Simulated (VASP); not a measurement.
All values below come from PBEsol GGA, VASP's PBE PAW potentials (set 64) (plane waves; VASP).

VASP input:

**INCAR**
```
SYSTEM = GaP
PREC = Accurate
ENCUT = 520
EDIFF = 1E-6
NELM = 100
ALGO = Normal
LREAL = .FALSE.
LASPH = .TRUE.
ISMEAR = 0
SIGMA = 0.05
GGA = PS
LMAXMIX = 4
LWAVE = .FALSE.
LCHARG = .FALSE.
IBRION = 2
ISIF = 3
NSW = 60
EDIFFG = -0.01
```

**POSCAR**
```
GaP
1
    0.0000000000     2.7250000000     2.7250000000
    2.7250000000     0.0000000000     2.7250000000
    2.7250000000     2.7250000000     0.0000000000
Ga P
1 1
Direct
  0.0000000000   0.0000000000   0.0000000000
  0.2500000000   0.2500000000   0.2500000000
```

File KPOINTS:
```
kpoints
0
G
 8 8 8
0 0 0
```

POTCAR, in this order: Ga_d P (PBE.64 set). Program: vasp_std.

The run wrote:

File OSZICAR:
```
       N       E                     dE             d eps       ncg     rms          rms(c)
DAV:   1     0.792274883612E+02    0.79227E+02   -0.93438E+03   762   0.197E+03
DAV:   2    -0.371625784436E+01   -0.82944E+02   -0.79937E+02   819   0.340E+02
DAV:   3    -0.100728747579E+02   -0.63566E+01   -0.63263E+01   919   0.766E+01
DAV:   4    -0.102022915069E+02   -0.12942E+00   -0.12932E+00   924   0.117E+01
DAV:   5    -0.102054383163E+02   -0.31468E-02   -0.31466E-02   957   0.150E+00    0.412E+00
DAV:   6    -0.996228461488E+01    0.24315E+00   -0.43803E-01  1185   0.140E+01    0.262E+00
DAV:   7    -0.992337941662E+01    0.38905E-01   -0.97082E-02  1034   0.269E+00    0.984E-01
DAV:   8    -0.992040074304E+01    0.29787E-02   -0.13023E-02   892   0.163E+00    0.156E-01
DAV:   9    -0.992055011829E+01   -0.14938E-03   -0.10990E-03  1088   0.564E-01    0.643E-02
DAV:  10    -0.992057225425E+01   -0.22136E-04   -0.65092E-05   919   0.844E-02    0.265E-02
DAV:  11    -0.992059893727E+01   -0.26683E-04   -0.28860E-05   874   0.645E-02    0.410E-03
DAV:  12    -0.992059886145E+01    0.75819E-07   -0.14559E-06   660   0.188E-02
   1 F= -.99205989E+01 E0= -.99205989E+01  d E =-.992060E+01
       N       E                     dE             d eps       ncg     rms          rms(c)
DAV:   1    -0.993959598369E+01   -0.18997E-01   -0.24477E-01   999   0.105E+01    0.809E-01
DAV:   2    -0.992493505352E+01    0.14661E-01   -0.27346E-02   954   0.439E+00    0.362E-01
DAV:   3    -0.992135189108E+01    0.35832E-02   -0.41553E-03  1004   0.141E+00    0.876E-02
DAV:   4    -0.992102066102E+01    0.33123E-03   -0.41351E-04   871   0.302E-01    0.353E-02
DAV:   5    -0.992096418910E+01    0.56472E-04   -0.32888E-05  1021   0.859E-02    0.999E-03
DAV:   6    -0.992096347160E+01    0.71749E-06   -0.17032E-06   530   0.197E-02
   2 F= -.99209635E+01 E0= -.99209635E+01  d E =-.364610E-03
       N       E                     dE             d eps       ncg     rms          rms(c)
DAV:   1    -0.992349284007E+01   -0.25287E-02   -0.31417E-02  1004   0.383E+00    0.287E-01
DAV:   2    -0.992164297742E+01    0.18499E-02   -0.33454E-03   964   0.147E+00    0.130E-01
DAV:   3    -0.992117822225E+01    0.46476E-03   -0.57045E-04  1004   0.526E-01    0.299E-02
DAV:   4    -0.992113578566E+01    0.42437E-04   -0.53610E-05   888   0.116E-01    0.124E-02
DAV:   5    -0.992112756427E+01    0.82214E-05   -0.40784E-06   791   0.304E-02    0.377E-03
DAV:   6    -0.992112727304E+01    0.29123E-06   -0.31394E-07   387   0.950E-03
   3 F= -.99211273E+01 E0= -.99211273E+01  d E =-.528412E-03
```

OUTCAR:
```
------------------------ aborting loop because EDIFF is reached ----------------------------------------
  FORCE on cell =-STRESS in cart. coord.  units (eV):
  Direction    XX          YY          ZZ          XY          YZ          ZX
  --------------------------------------------------------------------------------------
  Total       -0.0072845     -0.0072845     -0.0072845     -0.0000000      0.0000000     -0.0000000
  in kB       -0.2904326     -0.2904326     -0.2904326     -0.0000000      0.0000000     -0.0000000
  external PRESSURE =      -0.2904326 kB  Pullay stress =       0.0000000 kB
  volume of cell :       40.18
      direct lattice vectors                 reciprocal lattice vectors
     0.000000000  2.718591759  2.718591759    -0.183918751  0.183918751  0.183918751
     2.718591759  0.000000000  2.718591759     0.183918751 -0.183918751  0.183918751
     2.718591759  2.718591759  0.000000000     0.183918751  0.183918751 -0.183918751
  FREE ENERGIE OF THE ION-ELECTRON SYSTEM (eV)
  ---------------------------------------------------
  free  energy   TOTEN  =        -9.9211272730 eV

  energy  without entropy=       -9.9211272730  energy(sigma->0) =       -9.92112727

 reached required accuracy - stopping structural energy minimisation
```
(Selected blocks of OUTCAR.)

**CONTCAR**
```
GaP
   1.00000000000000
     0.0000000000000000    2.7185917594118485    2.7185917594118485
     2.7185917594118485    0.0000000000000000    2.7185917594118485
     2.7185917594118485    2.7185917594118485    0.0000000000000000
  Ga              P
     1     1
Direct
     0.0000000000000000    0.0000000000000000    0.0000000000000000
     0.2500000000000000    0.2500000000000000    0.2500000000000000
```

The compound is GaP in the zinc blende structure. This run relaxes it. Symmetry was kept, so distortions that lower it aren't found.
